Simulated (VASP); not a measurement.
Data:

```xyz
4
Lattice="2.0510 -5.7916 0.0000 2.0510 5.7916 0.0000 0.0000 0.0000 4.2373" Properties=species:S:1:pos:R:3 pbc="T T T"
Pb     2.0510    -4.3204     3.1779
Pb     2.0510     4.3204     1.0593
S      2.0510    -1.6349     3.1779
S      2.0510     1.6349     1.0593
```

Calculation: PBEsol GGA with spin-orbit coupling, VASP's PBE PAW potentials (set 64) (plane waves; VASP). Run with 400 eV cut-off, 5×5×5 Γ-centred mesh, Gaussian smearing of 0.050 eV, potentials Pb_d S.

The path is coarsely sampled, so an indirect gap can come out somewhat too large.

Q: What does the run give for the energy per atom (σ→0), band gap (over mesh and band path) with the smallest direct gap where there is one?

A: 
The band gap (over mesh and band path) comes out as 0.72 eV. The smallest direct gap (over mesh and band path) comes out as 0.72 eV and the energy per atom (σ→0) is -4.891 eV/atom.

Total energies compare only between runs with the same potentials, cut-off and functional.

The structure comes from a computed database's PbS entry (Cmcm); how it stands against other phases isn't given here. It was relaxed first, which changed the volume by -6 %.
